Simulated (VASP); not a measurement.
Level of theory: LDA (Ceperley-Alder, Perdew-Zunger), VASP's LDA PAW potentials (set 64) (plane waves; VASP).

The input files of a VASP run:

**KPOINTS**
```
Automatic mesh
0
Gamma
9 9 9
0 0 0
```

### INCAR
```
SYSTEM = KF
PREC = Accurate; ENCUT = 620; LREAL = F
LASPH = T
EDIFF = 1E-6; NELM = 100; ALGO = Normal
ISMEAR = 0; SIGMA = 0.05
IBRION = 2; NSW = 40; ISIF = 3
EDIFFG = -0.02; PSTRESS = 100
LWAVE = F; LCHARG = F
```

POSCAR:
```
KF
1
    0.0000000000     2.5080470476     2.5080470476
    2.5080470476     0.0000000000     2.5080470476
    2.5080470476     2.5080470476     0.0000000000
K F
1 1
Direct
  0.0000000000   0.0000000000   0.0000000000
  0.5000000000   0.5000000000   0.5000000000
```

POTCAR, in this order: K_sv F (LDA.64 set). Program: vasp_std.

What VASP printed:

**OSZICAR**
```
       N       E                     dE             d eps       ncg     rms          rms(c)
DAV:   1     0.139093993514E+03    0.13909E+03   -0.95318E+03   840   0.152E+03
DAV:   2    -0.411132723248E+01   -0.14321E+03   -0.12597E+03  1012   0.365E+02
DAV:   3    -0.100329592862E+02   -0.59216E+01   -0.58890E+01  1072   0.751E+01
DAV:   4    -0.101964211291E+02   -0.16346E+00   -0.16332E+00  1252   0.115E+01
DAV:   5    -0.101990074473E+02   -0.25863E-02   -0.25862E-02  1052   0.133E+00    0.675E+00
DAV:   6    -0.908928162177E+01    0.11097E+01   -0.39261E+00   904   0.212E+01    0.546E+00
DAV:   7    -0.904914226099E+01    0.40139E-01   -0.12407E-01  1116   0.333E+00    0.335E+00
DAV:   8    -0.902641910015E+01    0.22723E-01   -0.42670E-02   932   0.251E+00    0.211E-01
DAV:   9    -0.902649300668E+01   -0.73907E-04   -0.50957E-03  1240   0.600E-01    0.109E-01
DAV:  10    -0.902653952303E+01   -0.46516E-04   -0.56788E-04   984   0.283E-01    0.459E-02
DAV:  11    -0.902652518741E+01    0.14336E-04   -0.46877E-05  1028   0.844E-02    0.157E-02
DAV:  12    -0.902652570143E+01   -0.51402E-06   -0.36223E-06   948   0.232E-02
   1 F= -.70571596E+01 E0= -.70571596E+01  d E =-.705716E+01
       N       E                     dE             d eps       ncg     rms          rms(c)
DAV:   1    -0.967265598881E+01   -0.64613E+00   -0.15591E+01  1028   0.492E+01    0.676E+00
DAV:   2    -0.900839074760E+01    0.66427E+00   -0.26207E+00   876   0.171E+01    0.191E+00
DAV:   3    -0.892991127062E+01    0.78479E-01   -0.15679E-01  1464   0.520E+00    0.101E+00
DAV:   4    -0.891942985579E+01    0.10481E-01   -0.45768E-02  1488   0.201E+00    0.858E-01
DAV:   5    -0.892137814887E+01   -0.19483E-02   -0.47665E-03  1304   0.689E-01    0.116E-01
DAV:   6    -0.892136952867E+01    0.86202E-05   -0.72715E-04  1272   0.319E-01    0.654E-02
DAV:   7    -0.892144138747E+01   -0.71859E-04   -0.95685E-05  1320   0.781E-02    0.414E-03
DAV:   8    -0.892144125054E+01    0.13694E-06   -0.19928E-06   792   0.166E-02
   2 F= -.70886197E+01 E0= -.70886197E+01  d E =-.314601E-01
       N       E                     dE             d eps       ncg     rms          rms(c)
DAV:   1    -0.894687996763E+01   -0.25439E-01   -0.20177E-01  1016   0.559E+00    0.736E-01
DAV:   2    -0.893839590442E+01    0.84841E-02   -0.33514E-02   912   0.193E+00    0.195E-01
DAV:   3    -0.893737845504E+01    0.10174E-02   -0.19098E-03  1400   0.569E-01    0.165E-01
DAV:   4    -0.893724388293E+01    0.13457E-03   -0.52178E-04  1480   0.207E-01    0.128E-01
DAV:   5    -0.893726701524E+01   -0.23132E-04   -0.51365E-05  1292   0.559E-02    0.184E-02
DAV:   6    -0.893727059567E+01   -0.35804E-05   -0.15732E-05  1412   0.321E-02    0.469E-03
DAV:   7    -0.893727062889E+01   -0.33219E-07   -0.39374E-07   668   0.767E-03
   3 F= -.70892156E+01 E0= -.70892156E+01  d E =-.320560E-01
```

### OUTCAR
```
------------------------ aborting loop because EDIFF is reached ----------------------------------------
  FORCE on cell =-STRESS in cart. coord.  units (eV):
  Direction    XX          YY          ZZ          XY          YZ          ZX
  --------------------------------------------------------------------------------------
  Total        1.8498023      1.8498023      1.8498023      0.0000000      0.0000000     -0.0000000
  in kB      100.0945449    100.0945449    100.0945449      0.0000000      0.0000000     -0.0000000
  external PRESSURE =       0.0945449 kB  Pullay stress =     100.0000000 kB
  volume of cell :       29.61
      direct lattice vectors                 reciprocal lattice vectors
     0.000000000  2.455454148  2.455454148    -0.203628319  0.203628319  0.203628319
     2.455454148  0.000000000  2.455454148     0.203628319 -0.203628319  0.203628319
     2.455454148  2.455454148 -0.000000000     0.203628319  0.203628319 -0.203628319
  FREE ENERGIE OF THE ION-ELECTRON SYSTEM (eV)
  ---------------------------------------------------
  free  energy   TOTEN  =        -8.9372706289 eV

  energy  without entropy=       -8.9372706289  energy(sigma->0) =       -8.93727063
  enthalpy is  TOTEN    =        -7.0892155987 eV   P V=        1.8480550302

 reached required accuracy - stopping structural energy minimisation
```
(Selected blocks of OUTCAR.)

CONTCAR:
```
KF
   1.00000000000000
     0.0000000000000000    2.4554541475341569    2.4554541475341569
     2.4554541475341569    0.0000000000000000    2.4554541475341569
     2.4554541475341569    2.4554541475341569   -0.0000000000000000
  K               F
     1     1
Direct
     0.0000000000000000    0.0000000000000000    0.0000000000000000
     0.5000000000000000    0.5000000000000000    0.5000000000000000
```

Energy and stress use the plane-wave basis of the starting cell.

The compound is KF in the rock salt structure. This run relaxes it under an external pressure of 10 GPa. Symmetry was kept, so distortions that lower it aren't found.
